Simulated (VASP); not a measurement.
Output of a VASP run:

### OSZICAR
```
       N       E                     dE             d eps       ncg     rms          rms(c)
DAV:   1     0.155942402464E+03    0.15594E+03   -0.97031E+03  2496   0.189E+03
DAV:   2    -0.100601000708E+02   -0.16600E+03   -0.15874E+03  2612   0.453E+02
DAV:   3    -0.238623047515E+02   -0.13802E+02   -0.13271E+02  3076   0.126E+02
DAV:   4    -0.245207971347E+02   -0.65849E+00   -0.65735E+00  3364   0.267E+01
DAV:   5    -0.245447471515E+02   -0.23950E-01   -0.23944E-01  3272   0.428E+00    0.208E+01
DAV:   6    -0.196696429386E+02    0.48751E+01   -0.29144E+01  2996   0.745E+01    0.683E+00
DAV:   7    -0.194967880099E+02    0.17285E+00   -0.28196E+00  2776   0.232E+01    0.584E+00
DAV:   8    -0.195263513929E+02   -0.29563E-01   -0.63296E-01  2684   0.119E+01    0.309E+00
DAV:   9    -0.194892765643E+02    0.37075E-01   -0.10249E-01  2808   0.530E+00    0.118E+00
DAV:  10    -0.194853455589E+02    0.39310E-02   -0.39126E-02  2712   0.318E+00    0.281E-01
DAV:  11    -0.194849520888E+02    0.39347E-03   -0.23826E-03  2940   0.750E-01    0.122E-01
DAV:  12    -0.194848745014E+02    0.77587E-04   -0.51117E-04  2788   0.390E-01    0.203E-02
DAV:  13    -0.194848755847E+02   -0.10833E-05   -0.47043E-05  2996   0.109E-01    0.770E-03
DAV:  14    -0.194848754703E+02    0.11436E-06   -0.19765E-06  3048   0.212E-02    0.224E-03
DAV:  15    -0.194848754048E+02    0.65518E-07   -0.38081E-07  2716   0.935E-03
   1 F= -.19484875E+02 E0= -.19484735E+02  d E =-.419783E-03
```

OUTCAR:
```
------------------------ aborting loop because EDIFF is reached ----------------------------------------
  FORCE on cell =-STRESS in cart. coord.  units (eV):
  Direction    XX          YY          ZZ          XY          YZ          ZX
  --------------------------------------------------------------------------------------
  Total        3.3443484      3.3443484      3.3443484     -0.0000000      0.0000000      0.0000000
  in kB      306.1763482    306.1763482    306.1763482     -0.0000000      0.0000000      0.0000000
  external PRESSURE =     306.1763482 kB  Pullay stress =       0.0000000 kB
  volume of cell :       17.50
      direct lattice vectors                 reciprocal lattice vectors
     0.000000000  2.060662280  2.060662280    -0.242640439  0.242640439  0.242640439
     2.060662280  0.000000000  2.060662280     0.242640439 -0.242640439  0.242640439
     2.060662280  2.060662280  0.000000000     0.242640439  0.242640439 -0.242640439
 POSITION                                       TOTAL-FORCE (eV/Angst)
 -----------------------------------------------------------------------------------
      0.00000      0.00000      0.00000         0.000000     -0.000000      0.000000
      2.06066      2.06066      2.06066        -0.000000      0.000000     -0.000000
 -----------------------------------------------------------------------------------
    total drift:                                0.000000     -0.000000     -0.000000
  FREE ENERGIE OF THE ION-ELECTRON SYSTEM (eV)
  ---------------------------------------------------
  free  energy   TOTEN  =       -19.4848754048 eV

  energy  without entropy=      -19.4844556216  energy(sigma->0) =      -19.48473548
```
(Selected blocks of OUTCAR.)

POSCAR:
```
TiN
1
    0.0000000000     2.0606622802     2.0606622802
    2.0606622802     0.0000000000     2.0606622802
    2.0606622802     2.0606622802     0.0000000000
Ti N
1 1
Direct
  0.0000000000   0.0000000000   0.0000000000
  0.5000000000   0.5000000000   0.5000000000
```

Q: Reconstruct the remaining input files.

A: One answer among several that fit: the input of the run itself, PBE GGA, plane waves, VASP's PBE PAW potentials (set 64).

### INCAR
```
ALGO=Normal
EDIFF=1E-7
ENCUT=600
GGA=PE
ISIF=2
ISMEAR=1
LASPH=.TRUE.
LCHARG=.FALSE.
LMAXMIX=4
LREAL=.FALSE.
LWAVE=.FALSE.
NELM=100
PREC=Accurate
SIGMA=0.1
SYSTEM=TiN
```

**KPOINTS**
```
kpoints
0
Gamma
 14 14 14
0 0 0
```

POTCAR, in this order: Ti_sv N (PBE.64 set). Program: vasp_std.

The compound is TiN in the rock salt structure. This cell was strained or had an atom moved on purpose. The electron count is odd and the run is not spin-polarised, which forces a metal.
